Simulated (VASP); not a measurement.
An input for Quantum ESPRESSO's pw.x (written as the equivalent of a VASP run, and not itself run):

```
&CONTROL
  calculation = 'vc-relax'
  pseudo_dir = './pseudo'
  outdir = './out'
  tprnfor = .true.
  tstress = .true.
  nstep = 60
  forc_conv_thr = 0.00078
/
&SYSTEM
  ibrav = 0
  nat = 3
  ntyp = 2
  ecutwfc = 86
  occupations = 'smearing'
  smearing = 'methfessel-paxton'
  degauss = 0.00735
  input_dft = 'pbe'
/
&ELECTRONS
  conv_thr = 7.3e-08
  electron_maxstep = 100
/
&IONS
/
&CELL
/
ATOMIC_SPECIES
  Ti 47.867 Ti.upf
  Se 78.971 Se.upf
CELL_PARAMETERS angstrom
     3.5417477    0.0000000   -0.0000000
    -1.7708739    3.0672436    0.0000000
     0.0000000   -0.0000000    6.4473035
ATOMIC_POSITIONS crystal
  Ti   0.0000000  0.0000000  1.0000000
  Se   0.3333330  0.6666670  0.2402142
  Se   0.6666670  0.3333330  0.7597858
K_POINTS automatic
  9 9 5 0 0 0
```

Translate this input to VASP (INCAR, KPOINTS, POSCAR, choice of POTCAR).

Several could match; the one computed here: 
### POSCAR
```
TiSe2
1.0
  3.5417477219   0.0000000000   0.0000000000
 -1.7708738610   3.0672435716   0.0000000000
  0.0000000000   0.0000000000   6.4473034552
Ti Se
1 2
Direct
  0.0000000000   0.0000000000   1.0000000000
  0.3333330000   0.6666670000   0.2402141834
  0.6666670000   0.3333330000   0.7597858166
```

INCAR:
```
ENCUT = 480
LREAL = .False.   ! projection in real space or not
LCHARG = .False.
ISIF = 3   ! ions, shape and volume
IBRION = 2
GGA = PE   ! PBE
LWAVE = .False.
ISMEAR = 1   ! Methfessel-Paxton
ALGO = Normal
LMAXMIX = 4   ! l cut-off of mixed one-centre charges
NELM = 100
SYSTEM = TiSe2
LASPH = .True.   ! aspherical one-centre terms
PREC = Accurate
EDIFF = 1E-6
NSW = 60   ! most ionic steps
EDIFFG = -0.02   ! ionic stop
SIGMA = 0.1
```

### KPOINTS
```
Automatic mesh
0
Gamma
9 9 5
0 0 0
```

POTCAR, in this order: Ti_sv Se (PBE.64 set). Program: vasp_std.

What does not carry over: the potentials are each code's own (VASP's PAW set, PseudoDojo norm-conserving files in pw.x), so ENCUT and ecutwfc are chosen apart and not converted; conv_thr bounds pw.x's estimated SCF error, while EDIFF bounds the energy change between steps; forc_conv_thr acts on force components and is met together with etot_conv_thr.

The compound is TiSe2 in the 1T layered structure. This run relaxes it. Symmetry was kept, so distortions that lower it aren't found. The start is the result of an earlier pass.
